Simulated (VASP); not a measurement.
```
ZrC
1.0
    3.88808     0.00000     0.00000
   -1.94404     3.36718     0.00000
    0.00000     0.00000     4.71774
Zr C
2 2
Direct
  0.33333   0.66667   0.94217
  0.66667   0.33333   0.44217
  0.33333   0.66667   0.43283
  0.66667   0.33333   0.93283
```

Computed with PBE GGA, VASP's PBE PAW potentials (set 64) (plane waves; VASP). Run with 520 eV cut-off, Gaussian smearing of 0.050 eV, potentials Zr_sv C.

**Question.** Estimate the band gap (along the path) with the smallest direct gap where there is one.

**Answer.** 
The band gap (along the path) is none (metal, semimetal or under 0.01 eV).

The absolute energy has meaning only against runs of the same code, potentials and settings.

The structure was generated: ZrC was put into the wurtzite type (P6_3mc), which need not be its known phase. It was relaxed first, which changed the volume by -37 %.
